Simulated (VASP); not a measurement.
Wanted: the native input for a VASP 6.6.1 run.

* Task: relaxation of cell and atoms
* Functional: PBE
* Potentials or basis: VASP PAW PBE potentials, release 64 (Ag, F)
* Cutoff: 600 eV
* k mesh: 6 × 6 × 4
* Occupations: gaussian, width 0.1 eV
* Spin: no spin polarisation
* Dipole correction: no
* Further INCAR settings: ALGO = Fast; EDIFF = 1e-07; IBRION = 2; EDIFFG = -0.04; NSW = 90; ISIF = 3

The structure of AgF4 lies in POSCAR:

```
AgF4
1.0
    3.5811540000      0.0000000000      0.0000000000
    0.0000000000      3.5811540000      0.0000000000
    0.0000000000      0.0000000000      5.0645165600
Ag F
1 4
Direct
    0.0000000000      0.0000000000      0.0000000000
    0.5000000000      0.0000000000      0.2500000000
    0.0000000000      0.5000000000      0.7500000000
    0.5000000000      0.0000000000      0.7500000000
    0.0000000000      0.5000000000      0.2500000000
```

The cell was built by a generator and needn't be a form met in nature.

The cell isn't the ideal one: ordered vacancies on the cation sites of fluorite (P4/mmm, No. 123).

The input as run:

INCAR

```
SYSTEM = AgF4
  PREC = Accurate
  ENCUT = 600
  EDIFF = 1E-7
  ISMEAR = 0
  SIGMA = 0.1
  LREAL = .FALSE.
  LASPH = .TRUE.
  NELM = 100
  ALGO = Fast
  ISIF = 3
  LWAVE = .FALSE.
  LCHARG = .FALSE.
  GGA = PE
  IBRION = 2
  NSW = 90
  EDIFFG = -0.04
```

KPOINTS

```
regular mesh
0
G
  6 6 4
  0 0 0
```

Potentials or basis: VASP PAW PBE potentials, release 64 (Ag, F).

Launch:

```console
$ cat potpaw_PBE.64/Ag/POTCAR potpaw_PBE.64/F/POTCAR > POTCAR
$ mpirun -np 1 vasp_std > vasp.out
```

It gave:

The relaxed volume is 13.05 Å³/atom and the relaxed cell is a = 3.638 Å, b = 3.638 Å, c = 4.932 Å, α = 90.00°, β = 90.00°, γ = 90.00°. The space group after relaxing (to 0.05 Å) is P4/mmm (No. 123). The energy gained by relaxing is 11.7 meV/atom, the ionic steps are 4 and the pressure after relaxing is 0.1 GPa. The largest force after relaxing is 0.009 eV/Å and the band gap on the k mesh is none (metal or under the smearing width).

Caveat: an odd number of electrons without spin polarisation forces a metal; a magnetic or distorted state may lie lower.

It took 2.9 min on 1 thread of Intel(R) Xeon(R) Platinum 8488C (Sapphire Rapids), with other jobs on the host, peak memory 0.22 GiB.
